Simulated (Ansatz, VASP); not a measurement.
# TiTe2 (1T-TiTe2 monolayer) in two plane-wave programs

Wanted: the spread between two codes on one cell, functional and k mesh. The structure shown is the start of the Ansatz relaxation below; VASP solves that cell, so the two are compared at the walk's first step.

Method: plane waves, with VASP 6.6.1 beside it; single point at PBE, in Ansatz 0.2.0.

## (1) The structure

The cell holds 3 atoms: 2 Te and 1 Ti. Cell: a = 3.750 Å, b = 3.750 Å, c = 31.152 Å, α = 90.0°, β = 90.0°, γ = 120.0°. Vacuum lies along c. The height across the vacuum is the one that the program set for its solve, not the one typed.

## (2) Ansatz: relaxation, PBE

Ansatz runs on its default PAW (the set named soft_2) files.

The two programs are compared at the cell with which this relaxation starts, whose forces are those of its first step.

The input, input.yaml:

```yaml
crystal:
  lattice:
    - [3.75, 0.0, 0.0]
    - [-1.875, 3.2475952642, 0.0]
    - [0.0, 0.0, 21.6759216517]
  atoms:
    - { symbol: Te, position: [0.6666666667, 0.3333333333, 0.4152072583] }
    - { symbol: Ti, position: [0.0, 0.0, 0.5] }
    - { symbol: Te, position: [0.3333333333, 0.6666666667, 0.5847927417] }
  periodic: [true, true, false]
kpoints:
  mp_grid: { grid: [9, 9, 1] }
hamiltonian:
  xc: pbe
scf:
  occupations: { method: fermi_dirac, width: 0.05 }
relax:
  f_tol: 0.01
  max_steps: 90
  cell: {}
```

Command:

```bash
$ ansatz run input.yaml --threads 4 --pin off --max-ram 8192MiB --backend cpu --events-out ev --progress --plain --runs-dir out
```

Numbers of over 12 decimals in the logs are rounded to 6 here.

What it wrote:

```text
Warning: crystal.periodic: the lattice vector that does not repeat stood 0.000° off the slab's normal, 21.676 Å along it as the deck builds it. The run solves the slab on a vector along the normal, 31.152 Å long, with every atom where it was (on the deck's vector they left 18.00 Å outside them, and the widest stretch free of ions among them is 1.84 Å). A fractional position that the run reports is one of the run's ce [...]
crystal.periodic: the lattice vector that does not repeat stood 0.000° off the slab's normal, 21.676 Å along it as the deck builds it. The run solves the slab on a vector along the normal, 31.152 Å long, with every atom where it was (on the deck's vector they left 18.00 Å outside them, and the widest stretch free of ions among them is 1.84 Å). A fractional position that the run reports is one of the run's cell, which [...]
Engine: ansatz 0.2.0, x86_64-unknown-linux-gnu
Pseudopotentials: kind: paw
Pseudopotential: Te, paw, valence charge 16, recommended cutoff 420 eV (normal), Te.paw.azcp
Pseudopotential: Ti, paw, valence charge 12, recommended cutoff 420 eV (normal), Ti.paw.azcp
Functional definition: PBE
  parameter kappa = 0.804
  parameter beta = 0.066725
  exchange = pbe_x(kappa = kappa, mu = beta*pi^2/3)
  correlation = pbe_c(beta = beta)
Crystal: 3 atoms, lattice volume = 379.382 Å³
Basis set: ecut = 420 eV, 7473 PW (Γ), exchange–correlation on 54×54×432 points (8 copies of the dense FFT grid, shifted against one another)
Bands: 27, of which v1, the nominal top of the filled ones, is band 22 counted from 1 (21 counted from 0)
Symmetry: 12 space group operations
Space group: P-3m1 (ITA 164), of the structure as read, at distance tolerance 7.2e-5 Å
k-points: 12 of 81
Non-local potential: Te, projectors of the file, l = 0: 2, l = 1: 2, l = 2: 2, l = 3: 2
Non-local potential: Ti, projectors of the file, l = 0: 3, l = 1: 2, l = 2: 3, l = 3: 1
PAW form: soft (Blöchl's): semilocal exchange-correlation on the pseudo side does not see the compensation charge
PAW one-centre angular grid: Te, 590 points (default); XC on 64 Gauss nodes
PAW one-centre angular grid: Ti, 590 points (default); XC on 64 Gauss nodes
Initial density: superposition of atomic densities (neutral atoms: chi_scale 0, normalization atom), corrected by the library's trained network
Initial wavefunctions: pseudopotential atomic-orbital guess
Functional: x = pbe(κ = 0.804, μ = 0.219515), c = pbe(β = 0.066725)
SCF iter   1: F=—  HF=-16461.598745 eV  |F-HF|=—  |Δ(HF+E_count)|=         —  Δρ=1.93e-3  dr2=3.56e-2  ethr=1.77e-3  ⟨swp⟩=12.5  Hψ=2030  notcnv=0
preconditioner: auto → LDOS  [metal: Δε(μ)=0.130 eV  Ē_g=5.989 eV  σ=0.050 eV  W_gap=0.48  n_scr=18 (ndim 8)  ℏωp=7.6 eV  f_vac=0.749  D(μ)=1.09/eV (n_scr^D=6)  β→1.0]
SCF iter   2: F=—  HF=-16461.610686 eV  |F-HF|=—  |Δ(HF+E_count)|=   1.19e-2  Δρ=3.98e-3  dr2=1.76e-1  ethr=8.10e-5  ⟨swp⟩=4.4  Hψ=929  notcnv=0
[...]
SCF iter   6: F=—  HF=-16461.663998 eV  |F-HF|=—  |Δ(HF+E_count)|=   6.24e-6  Δρ=1.27e-5  dr2=7.02e-7  ethr=5.62e-8  ⟨swp⟩=2.6  Hψ=449  notcnv=0
SCF iter   7: F=—  HF=-16461.664055 eV  |F-HF|=—  |Δ(HF+E_count)|=   5.64e-5  Δρ=4.28e-6  dr2=1.15e-7  ethr=1.59e-9  ⟨swp⟩=3.4  Hψ=746  notcnv=0
SCF iter   8: F=—  HF=-16461.664055 eV  |F-HF|=—  |Δ(HF+E_count)|=   9.72e-8  Δρ=5.02e-7  dr2=2.05e-9  ethr=2.60e-10  ⟨swp⟩=2.8  Hψ=584  notcnv=0
SCF iter   9: F=—  HF=-16461.664055 eV  |F-HF|=—  |Δ(HF+E_count)|=   7.72e-9  Δρ=1.06e-7  dr2=8.09e-11  ethr=4.66e-12  ⟨swp⟩=3.1  Hψ=584  notcnv=0
SCF iter  10: F=-16461.664055 eV  HF=-16461.664055 eV  |F-HF|=1.46e-10  |Δ(HF+E_count)|=   1.03e-9  Δρ=1.66e-8  dr2=2.78e-12  ethr=1.00e-12  ⟨swp⟩=10.0  Hψ=1969  notcnv=0
SCF 3 converged in 10 iterations: F = -16461.664055 eV  dr2 = 2.78e-12
relax step   3: F+E_penalty+E_count = -16461.66405502 eV  Δ(F+E_penalty+E_count) = -6.802e-2 eV  max|allowed force component| = 3.721e-2 eV/Å  Δτ_max = 0.0913 Å  P = -0.247 N/m  Ω = 381.257 Å³  energy of the carried Pulay correction = -5.569e-5 eV  fix = [c, alpha, beta]  reactions: c -0.000 N/m  (10 SCF iters, accepted)
[...]
relax step   4: F+E_penalty+E_count = -16461.66456108 eV  Δ(F+E_penalty+E_count) = -5.061e-4 eV  max|allowed force component| = 2.936e-3 eV/Å  Δτ_max = 0.0020 Å  P = -0.064 N/m  Ω = 379.982 Å³  energy of the carried Pulay correction = -1.785e-5 eV  fix = [c, alpha, beta]  reactions: c -0.000 N/m  (7 SCF iters, dr2 threshold 8.65e-8 eV, accepted)
[...]
relax step   5: F+E_penalty+E_count = -16461.66464731 eV  Δ(F+E_penalty+E_count) = -8.623e-5 eV  max|allowed force component| = 2.748e-3 eV/Å  Δτ_max = 0.0017 Å  P = -0.004 N/m  Ω = 379.200 Å³  energy of the carried Pulay correction = +5.435e-6 eV  fix = [c, alpha, beta]  reactions: c -0.000 N/m  (7 SCF iters, dr2 threshold 5.49e-9 eV, accepted)
[...]
relax step   6: F+E_penalty+E_count = -16461.66464215 eV  Δ(F+E_penalty+E_count) = +5.160e-6 eV  max|allowed force component| = 2.756e-3 eV/Å  Δτ_max = 0.0000 Å  P = -0.003 N/m  Ω = 379.200 Å³  fix = [c, alpha, beta]  reactions: c -0.000 N/m  stress off target by 3.20e-3 N/m on what of the cell is left free  SCF on the basis re-selected at this cell (its energy is not comparable with the rows above)  (7 SCF iters)
basis re-selected at this cell: Δ(F+E_penalty+E_count) = +5.160e-6 eV, ΔP = +0.001 N/m vs the last step (what re-selecting the basis moved, of the pressure what is left beyond the Pulay correction that the steps carried, after the strain that the cell walked since its last selection, with what the two solves' SCF thresholds leave and, on support functions, any second-order correction that the steps lacked; it is no m [...]
SCF converged after 7 iterations
Free energy (F): -16461.664642 eV
Harris-Foulkes:  -16461.664642 eV  (|F-HF|=1.09e-11)
Internal energy: -16461.653831 eV  (E = F + TS)
E sigma→0 (E₀):  -16461.659236 eV
Entropy (-TS):   -0.010812 eV (-3.604 meV/atom)
Fermi energy:    -4.870725 eV
--- Per-component energies (eV) ---
  E_band       = -1328.618131
  E_kinetic    = 632.096755
  E_local      = -89344.617429  (includes V_loc(G=0)·N_el)
  E_nonlocal   = -612.135925
  E_hartree    = 44628.506260
  E_xc         = -345.938773
  E_vxc        = -330.036329  (∫ρ·V_xc dr)
  E_paw        = -10372.408350  (= ΣΔE_a)
  E_vpaw       = -930.937525  (= ΣTr[D̂ρ^β])
  E_aug_tail   = -0.000230  (compensation charges beyond the density's cutoff)
  E_ewald      = 38952.843862
  E_smearing   = -0.010812  (= −TS)
  E_closure    = 0.000000  (closes the sum)
  Σ components = -16461.664642   (vs F -16461.664642, Δ=0.00e0)
--- Forces (eV/Å), atoms counted from 1 ---
  atom   1  Te     0.00000000     0.00000000    -0.00275624
  atom   2  Ti     0.00000000     0.00000000     0.00000000
  atom   3  Te     0.00000000    -0.00000000     0.00275624
  max |Σ_I F_I| component: 2.31e-18 eV/Å
--- 2D stress c σ (N/m, compression-positive) ---
       -0.003196       0.000000       0.000000
        0.000000      -0.003196      -0.000000
        0.000000      -0.000000      -0.000000
  P = ½ c Tr σ = -0.0032 N/m
--- Relaxed structure (5 steps of the walk, 4 accepted, 1 SCFs on fresh bases) ---
  F+E_penalty+E_count = -16461.66464215 eV   max|allowed force component| = 2.756e-3 eV/Å   (the final SCF, on the basis selected at the relaxed cell)
  cell:  # Å, volume = 379.1997 Å³
    - [3.749098, 0, 0]
    - [-1.874549, 3.246814, 0]
    - [0, 0, 31.151843]
  atoms:
    - { symbol: Te, position: [0.666667, 0.333333, 0.291849] }
    - { symbol: Ti, position: [0, 0, 0.347908] }
    - { symbol: Te, position: [0.333333, 0.666667, 0.403966] }
```

## (3) VASP: single point, PBE, start cell

The same cell, functional, mesh and smearing now go to VASP, with its own data sets.

Lines of VASP's logs that name or quote its potential files are left out, and so is its time.

The input, INCAR:

```
SYSTEM = TiTe2
PREC = Accurate
ENCUT = 400
EDIFF = 1E-06
NELM = 120
ISMEAR = -1
SIGMA = 0.05
LREAL = .FALSE.
ALGO = Normal
GGA = PE
NBANDS = 18
LASPH = .TRUE.
LORBIT = 11
LWAVE = .FALSE.
LCHARG = .FALSE.
ISIF = 2
LDIPOL = .TRUE.
IDIPOL = 3
DIPOL = 0.5 0.5 0.348
LVHAR = .TRUE.
GGA_COMPAT = .FALSE.
NELMDL = -8
```

The input, POSCAR:

```
TiTe2
1.0
    3.7500000000      0.0000000000      0.0000000000
   -1.8750000000      3.2475950000      0.0000000000
    0.0000000000      0.0000000000     31.1518430000
Te Ti
2 1
Direct
    0.6666667180      0.3333334360      0.2889074653
    0.3333334360      0.6666668719      0.4069076106
    0.0000000000      0.0000000000      0.3479075379
```

The input, KPOINTS:

```
Automatic mesh
0
Gamma
9 9 1
0 0 0
```

Potentials, in the order of the species: Te and Ti_sv (PBE family, release 64).

Command:

```bash
$ mpirun -np 1 vasp_std
```

What it wrote:

```text
[banner, memory and clock lines left out]
running    1 mpi-ranks, on    1 nodes
 distrk:  each k-point on    1 cores,    1 groups
 distr:  one band on    1 cores,    1 groups

 POSCAR found type information on POSCAR TeTi
 POSCAR found :  2 types and       3 ions
 LDA part: xc-table for (Slater+PW92), standard interpolation
 POSCAR, INCAR and KPOINTS ok, starting setup
 FFT: planning ... GRIDC
 FFT: planning ... GRID_SOFT
 FFT: planning ... GRID
 WAVECAR not read
 entering main loop
       N       E                     dE             d eps       ncg     rms          rms(c)
DAV:   1     0.134666939957E+03    0.13467E+03   -0.91175E+03   552   0.798E+02
DAV:   2    -0.694226958592E+00   -0.13536E+03   -0.13257E+03   590   0.209E+02
DAV:   3    -0.175746764143E+02   -0.16880E+02   -0.16781E+02   796   0.663E+01
DAV:   4    -0.185555703340E+02   -0.98089E+00   -0.97713E+00   600   0.151E+01
DAV:   5    -0.186455821321E+02   -0.90012E-01   -0.89968E-01   682   0.372E+00
DAV:   6    -0.186464570799E+02   -0.87495E-03   -0.87476E-03   632   0.449E-01
DAV:   7    -0.186464925925E+02   -0.35513E-04   -0.35510E-04   662   0.750E-02
DAV:   8    -0.186464928664E+02   -0.27387E-06   -0.27375E-06   624   0.770E-03    0.119E+01
DAV:   9    -0.193079234727E+02   -0.66143E+00   -0.47818E+01   514   0.402E+01    0.182E+01
DAV:  10    -0.166654462357E+02    0.26425E+01   -0.54530E+01   554   0.402E+01    0.660E+00
DAV:  11    -0.162610499463E+02    0.40440E+00   -0.15559E+00   476   0.796E+00    0.307E+00
DAV:  12    -0.161418164576E+02    0.11923E+00   -0.12679E+00   556   0.720E+00    0.163E+00
DAV:  13    -0.161375635482E+02    0.42529E-02   -0.34360E-01   540   0.433E+00    0.108E+00
DAV:  14    -0.161258063050E+02    0.11757E-01   -0.11815E-01   490   0.246E+00    0.377E-01
DAV:  15    -0.161244150880E+02    0.13912E-02   -0.99659E-03   472   0.763E-01    0.218E-01
DAV:  16    -0.161243701429E+02    0.44945E-04   -0.23749E-03   566   0.291E-01    0.152E-01
DAV:  17    -0.161241714646E+02    0.19868E-03   -0.40830E-04   518   0.140E-01    0.756E-02
DAV:  18    -0.161242782592E+02   -0.10679E-03   -0.35616E-04   500   0.106E-01    0.221E-02
DAV:  19    -0.161244126706E+02   -0.13441E-03   -0.16875E-04   522   0.803E-02    0.475E-02
DAV:  20    -0.161244998926E+02   -0.87222E-04   -0.39864E-05   508   0.467E-02    0.205E-02
DAV:  21    -0.161245406278E+02   -0.40735E-04   -0.78378E-06   532   0.158E-02    0.108E-02
DAV:  22    -0.161245835323E+02   -0.42904E-04   -0.16220E-06   446   0.628E-03    0.386E-03
DAV:  23    -0.161246144087E+02   -0.30876E-04   -0.30394E-06   474   0.939E-03    0.415E-03
DAV:  24    -0.161246152661E+02   -0.85744E-06   -0.12509E-07   352   0.248E-03
   1 F= -.16124615E+02 E0= -.16119882E+02  d E =-.946661E-02
```

Parts of OUTCAR (step 3):

```text
ion  position               nearest neighbor table
   1  0.667  0.333  0.289-   3 2.84   3 2.84   3 2.84
   2  0.333  0.667  0.407-   3 2.84   3 2.84   3 2.84
   3  0.000  0.000  0.348-   1 2.84   2 2.84   2 2.84   1 2.84   1 2.84   2 2.84

  LATTYP: Found a hexagonal cell.
 ALAT       =     3.7500000000
 C/A-ratio  =     8.3071581333

 Subroutine GETGRP returns: Found 12 space group operations
 (whereof  6 operations were pure point group operations)

The static configuration has the point symmetry C_3v.
 The point group associated with its full space group is D_3d.

 Found     12 irreducible k-points:

   k-points           NKPTS =     12   k-points in BZ     NKDIM =     12   number of bands    NBANDS=     18

   dimension x,y,z NGX =    24 NGY =   24 NGZ =  210
   dimension x,y,z NGXF=    48 NGYF=   48 NGZF=  420

   ENCUT  =  400.0 eV  29.40 Ry    5.42 a.u.   6.12  6.12 50.80*2*pi/ulx,y,z

   NELECT =      24.0000    total number of electrons

 k-points in reciprocal lattice and weights: Automatic mesh
   0.00000000  0.00000000  0.00000000       0.012
   0.11111111 -0.00000000  0.00000000       0.074
   0.22222222 -0.00000000  0.00000000       0.074
   0.33333333 -0.00000000  0.00000000       0.074
   0.44444444 -0.00000000  0.00000000       0.074
   0.11111111  0.11111111  0.00000000       0.074
   0.22222222  0.11111111  0.00000000       0.148
   0.33333333  0.11111111  0.00000000       0.148
   0.44444444  0.11111111  0.00000000       0.074
   0.22222222  0.22222222  0.00000000       0.074
   0.33333333  0.22222222  0.00000000       0.148
   0.33333333  0.33333333  0.00000000       0.025

 dipolmoment           0.000000      0.000000      0.000002 electrons x Angstroem

 average (electrostatic) potential at core
       1 -96.4042       2 -96.4042       3 -84.0303

 E-fermi :  -2.3944

 k-point     1 :       0.0000    0.0000    0.0000
  band No.  band energies     occupation
    ...
      6     -13.5527      2.00000
      7      -6.5204      2.00000
      8      -3.9799      2.00000
      9      -3.5350      2.00000
     10      -3.5350      2.00000
     11      -1.9739      0.00045
     12      -1.8746      0.00006
     13      -1.8746      0.00006
     14      -1.1327      0.00000
     15      -1.1327      0.00000
    ...

 k-point     2 :       0.1111   -0.0000    0.0000
  band No.  band energies     occupation
    ...
      7      -6.3665      2.00000
      8      -4.3182      2.00000
      9      -3.5258      2.00000
     10      -3.4127      2.00000
     11      -2.6382      1.98486
     12      -2.1791      0.02663
     13      -1.9711      0.00042
     14      -1.2264      0.00000
     15      -0.9711      0.00000
     16       0.1235      0.00000
    ...

 k-point     3 :       0.2222   -0.0000    0.0000
  band No.  band energies     occupation
    ...
      8      -4.9698      2.00000
      9      -4.2334      2.00000
     10      -3.5631      2.00000
     11      -3.4732      2.00000
     12      -2.5843      1.95615
     13      -2.1412      0.01257
     14      -1.1709      0.00000
     15      -0.9351      0.00000
     16      -0.3357      0.00000
     17       0.4389      0.00000
    ...

  Total       -1.1574578     -1.1574576     -2.7180805     -0.0000000      0.0000000      0.0000000
  in kB       -4.8880862     -4.8880854    -11.4787877     -0.0000000      0.0000000      0.0000000
  external PRESSURE =      -7.0849865 kB  Pullay stress =       0.0000000 kB

  energy-cutoff  :      400.00
  volume of cell :      379.38
      direct lattice vectors                 reciprocal lattice vectors
     3.750000000  0.000000000  0.000000000     0.266666667  0.153960084  0.000000000
    -1.875000000  3.247595000  0.000000000     0.000000000  0.307920169  0.000000000
     0.000000000  0.000000000 31.151843000     0.000000000  0.000000000  0.032100829

 POSITION                                       TOTAL-FORCE (eV/Angst)
 -----------------------------------------------------------------------------------
      1.87500      1.08253      9.00000        -0.000000      0.000000      0.717144
      0.00000      2.16506     12.67592         0.000000     -0.000000     -0.717144
      0.00000      0.00000     10.83796        -0.000000      0.000000      0.000000
 -----------------------------------------------------------------------------------
    total drift:                               -0.000000     -0.000281      0.000127

  FREE ENERGIE OF THE ION-ELECTRON SYSTEM (eV)
  ---------------------------------------------------
  free  energy   TOTEN  =       -16.1246152661 eV

  energy  without entropy=      -16.1151486541  energy(sigma->0) =      -16.11988196

 vacuum level on the upper side and lower side of the slab         2.454         2.454

 total charge
# of ion       s       p       d       tot
------------------------------------------
    1        1.386   1.970   0.031   3.386
    2        1.386   1.970   0.031   3.386
    3        2.157   6.104   1.816  10.077
--------------------------------------------------
tot          4.929  10.043   1.878  16.850

[... 3 further parts left out ...]
```

## (4) Differences

Known differences besides the potentials themselves: Ansatz cuts the interaction across the vacuum, VASP repeats the sheet with a dipole correction; the data sets hold 44 valence electrons in Ansatz (on its default PAW (the set named soft_2) files) and 24 in VASP; the cutoff is 420 eV in Ansatz and 400 eV in VASP. Total energies have different zeros and are not compared.

Forces (eV/Å; atoms numbered as in POSCAR):

| atom | Ansatz x, y, z | VASP x, y, z |
| --- | --- | --- |
| Te1 | 0.000, 0.000, 0.730 | 0.000, 0.000, 0.717 |
| Te2 | 0.000, 0.000, -0.730 | 0.000, 0.000, -0.717 |
| Ti3 | 0.000, 0.000, 0.000 | 0.000, 0.000, 0.000 |

The forces differ by 6.2 meV/Å r.m.s., which is 1.8 % of the r.m.s. force of 0.338 eV/Å (both taken over all components). With vacuum in the cell, a pressure given here is an average over mostly empty space and none of the material.

## (5) Results

* r.m.s. force difference (single point, PBE, start cell): 1.8 % of the r.m.s. force

**Reading.** The r.m.s. force difference is 1.8 % of the r.m.s. force (single point, PBE, start cell), within the 3 % picked in this series as the mark of a large difference. The data sets hold unlike numbers of valence electrons (44 in Ansatz and 24 in VASP), so part of the differences comes from the potentials. 1 further run of this series is not shown here. How closely two codes agree says nothing of how well the functional describes the real material.

[Lines on the potential files, build, host, timing and source positions are cut from VASP's logs without a mark.]

[Logs are printed without paths, hosts, clocks, repeated set-up lines and the standing remarks that a program may print on its own settings, such as how far it seeks lower states.]

[Hosts, paths, dates, database ids (printed as entryN), source tags and the programs' standing remarks are cut or masked in the printed files.]
